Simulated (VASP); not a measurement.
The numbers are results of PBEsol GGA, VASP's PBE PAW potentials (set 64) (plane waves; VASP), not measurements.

The input files of a VASP run:

File KPOINTS:
```
Automatic mesh
0
Gamma
  4 4 4
0 0 0
```

**INCAR**
```
ALGO  =  Normal
EDIFF  =  1E-6
ENCUT  =  400
GGA  =  PS
ISIF  =  2
ISMEAR  =  -1
LASPH  =  T
LCHARG  =  F
LMAXMIX  =  4
LREAL  =  F
LWAVE  =  F
NELM  =  100
PREC  =  Accurate
SIGMA  =  0.05
SYSTEM  =  SrVO3
```

### POSCAR
```
SrVO3
1
    3.7632000000     0.0000000000     0.0000000000
    0.0000000000     3.7632000000     0.0000000000
    0.0000000000     0.0000000000     3.7632000000
Sr V O
1 1 3
Direct
  0.0011450000  -0.0152460000   0.0187860000
  0.4861810000   0.5113390000   0.5016580000
  0.4666940000   0.0037780000   0.4848350000
  0.0298700000   0.4967030000   0.4984820000
  0.5161090000   0.5034260000  -0.0037610000
```

POTCAR, in this order: Sr_sv V_sv O (PBE.64 set). Program: vasp_std.

Output

### OUTCAR
```
 ion  position               nearest neighbor table
   1  0.001  0.985  0.019-   3 2.48   5 2.57   4 2.58   4 2.64   5 2.65   3 2.67   3 2.67   5 2.67
                             4 2.69   4 2.75   5 2.75   3 2.84   2 3.13   2 3.20   2 3.21   2 3.25
   2  0.486  0.511  0.502-   4 1.72   3 1.86   5 1.86   5 1.91   3 1.91   4 2.05   1 3.13   1 3.20
                             1 3.21   1 3.25   1 3.27   1 3.31   1 3.32   1 3.39
   3  0.467  0.004  0.485-   2 1.86   2 1.91   1 2.48   1 2.67   1 2.67   1 2.84
   4  0.030  0.497  0.498-   2 1.72   2 2.05   1 2.58   1 2.64   1 2.69   1 2.75
   5  0.516  0.503  0.996-   2 1.86   2 1.91   1 2.57   1 2.65   1 2.67   1 2.75
  LATTYP: Found a simple cubic cell.
 ALAT       =     3.7632000000
 Subroutine PRICEL returns:
 Original cell was already a primitive cell.
 Subroutine GETGRP returns: Found  1 space group operations
The static configuration has the point symmetry C_1 .
The dynamic configuration has the point symmetry C_1 .
 Subroutine INISYM returns: Found  1 space group operations
 Subroutine IBZKPT returns following result:
 Found     36 irreducible k-points:

 Following reciprocal coordinates:
            Coordinates               Weight
  0.000000  0.000000  0.000000      1.000000
  0.250000  0.000000  0.000000      2.000000
  0.000000  0.250000  0.000000      2.000000
  0.000000  0.000000  0.250000      2.000000
  0.500000  0.000000  0.000000      1.000000
  0.000000  0.500000  0.000000      1.000000
  0.000000  0.000000  0.500000      1.000000
  0.250000  0.250000  0.000000      2.000000
  0.000000  0.250000  0.250000      2.000000
  0.250000  0.000000  0.250000      2.000000
 -0.250000  0.250000  0.000000      2.000000
 -0.250000  0.000000  0.250000      2.000000
  0.000000 -0.250000  0.250000      2.000000
  0.500000  0.250000  0.000000      2.000000
  0.000000  0.500000  0.250000      2.000000
  0.250000  0.000000  0.500000      2.000000
 -0.250000  0.500000  0.000000      2.000000
  0.500000  0.000000  0.250000      2.000000
  0.000000  0.250000  0.500000      2.000000
  0.500000  0.500000  0.000000      1.000000
  0.000000  0.500000  0.500000      1.000000
  0.500000  0.000000  0.500000      1.000000
  0.250000  0.250000  0.250000      2.000000
 -0.250000  0.250000  0.250000      2.000000
 -0.250000 -0.250000  0.250000      2.000000
  0.250000 -0.250000  0.250000      2.000000
  0.500000  0.250000  0.250000      2.000000
  0.250000  0.500000  0.250000      2.000000
  0.250000  0.250000  0.500000      2.000000
 -0.250000  0.500000  0.250000      2.000000
 -0.250000  0.250000  0.500000      2.000000
  0.500000 -0.250000  0.250000      2.000000
  0.500000  0.500000  0.250000      2.000000
  0.250000  0.500000  0.500000      2.000000
  0.500000  0.250000  0.500000      2.000000
  0.500000  0.500000  0.500000      1.000000
   k-points           NKPTS =     36   k-points in BZ     NKDIM =     36   number of bands    NBANDS=     24
   number of dos      NEDOS =    301   number of ions     NIONS =      5
   total plane-waves  NPLWV =  21952
   dimension x,y,z NGX =    28 NGY =   28 NGZ =   28
   dimension x,y,z NGXF=    56 NGYF=   56 NGZF=   56
   ions per type =               1   1   3
   PREC   = accura    normal or accurate (medium, high low for compatibility)
   ISTART =      0    job   : 0-new  1-cont  2-samecut
   ICHARG =      2    charge: 1-file 2-atom 10-const
   ISPIN  =      1    spin polarized calculation?
   LNONCOLLINEAR =      F non collinear calculations
   LSORBIT =      F    spin-orbit coupling
   INIWAV =      1    electr: 0-lowe 1-rand  2-diag
   ENCUT  =  400.0 eV  29.40 Ry    5.42 a.u.   6.14  6.14  6.14*2*pi/ulx,y,z
   NELM   =    100;   NELMIN=  2; NELMDL= -5     # of ELM steps
   EDIFF  = 0.1E-05   stopping-criterion for ELM
   LREAL  =      F    real-space projection
   NLSPLINE    = F    spline interpolate recip. space projectors
...
```

**OSZICAR**
```
       N       E                     dE             d eps       ncg     rms          rms(c)
DAV:   1     0.392672355051E+03    0.39267E+03   -0.20986E+04  1744   0.148E+03
DAV:   2    -0.307703372008E+02   -0.42344E+03   -0.42028E+03  2288   0.445E+02
DAV:   3    -0.498064484611E+02   -0.19036E+02   -0.18983E+02  1784   0.110E+02
DAV:   4    -0.504292167207E+02   -0.62277E+00   -0.62206E+00  3184   0.163E+01
DAV:   5    -0.504317888016E+02   -0.25721E-02   -0.25639E-02  2000   0.104E+00    0.478E+01
DAV:   6    -0.421440038014E+02    0.82878E+01   -0.83762E+01  2400   0.761E+01    0.198E+01
DAV:   7    -0.414520274766E+02    0.69198E+00   -0.23717E+01  1936   0.464E+01    0.206E+01
DAV:   8    -0.409171961960E+02    0.53483E+00   -0.37933E+00  1896   0.195E+01    0.188E+00
DAV:   9    -0.409094943974E+02    0.77018E-02   -0.18525E-01  2272   0.358E+00    0.105E+00
DAV:  10    -0.409071887398E+02    0.23057E-02   -0.21281E-02  2176   0.141E+00    0.328E-01
DAV:  11    -0.409073370491E+02   -0.14831E-03   -0.18119E-03  2056   0.354E-01    0.106E-01
DAV:  12    -0.409072742666E+02    0.62783E-04   -0.25797E-04  2136   0.161E-01    0.517E-02
DAV:  13    -0.409072642545E+02    0.10012E-04   -0.77829E-05  2424   0.780E-02    0.215E-02
DAV:  14    -0.409072641439E+02    0.11062E-06   -0.83633E-06  2224   0.245E-02
   1 F= -.40907264E+02 E0= -.40892601E+02  d E =-.293253E-01
```

### OUTCAR
```
------------------------ aborting loop because EDIFF is reached ----------------------------------------
  FORCE on cell =-STRESS in cart. coord.  units (eV):
  Direction    XX          YY          ZZ          XY          YZ          ZX
  --------------------------------------------------------------------------------------
  Total        3.7859310      2.6275320      1.8546997      0.0211308     -0.0958766      0.2410740
  in kB      113.8181126     78.9926527     55.7586531      0.6352632     -2.8823815      7.2475140
  external PRESSURE =      82.8564728 kB  Pullay stress =       0.0000000 kB
  volume of cell :       53.29
      direct lattice vectors                 reciprocal lattice vectors
     3.763200000  0.000000000  0.000000000     0.265731293  0.000000000  0.000000000
     0.000000000  3.763200000  0.000000000     0.000000000  0.265731293  0.000000000
     0.000000000  0.000000000  3.763200000     0.000000000  0.000000000  0.265731293
 POSITION                                       TOTAL-FORCE (eV/Angst)
 -----------------------------------------------------------------------------------
      0.00431      3.70583      0.07070        -0.205568      0.488471     -0.488466
      1.82960      1.92427      1.88784         1.878676     -0.784130     -0.178853
      1.75626      0.01422      1.82453         1.271974      0.031169      0.476117
      0.11241      1.86919      1.87589        -3.183930      0.238889      0.118341
      1.94222      1.89449      3.74905         0.238848      0.025601      0.072862
 -----------------------------------------------------------------------------------
    total drift:                                0.001150     -0.000609      0.000606
  FREE ENERGIE OF THE ION-ELECTRON SYSTEM (eV)
  ---------------------------------------------------
  free  energy   TOTEN  =       -40.9072641439 eV

  energy  without entropy=      -40.8779388514  energy(sigma->0) =      -40.89260150
```
(Selected blocks of OUTCAR.)

At this cut-off the stress carries a Pulay error, which pulls relaxed volumes low.

The structure is a typed SrVO3 crystal. The cell was not relaxed at this level, and its volume differs by -5.9 % from the start's. The k-mesh is coarse (spacing up to 0.42 per Å, 2π included), so the numbers may not be converged in it. The run is not spin-polarised, so no magnetic state was tried. The electron count is odd and the run is not spin-polarised, which forces a metal.
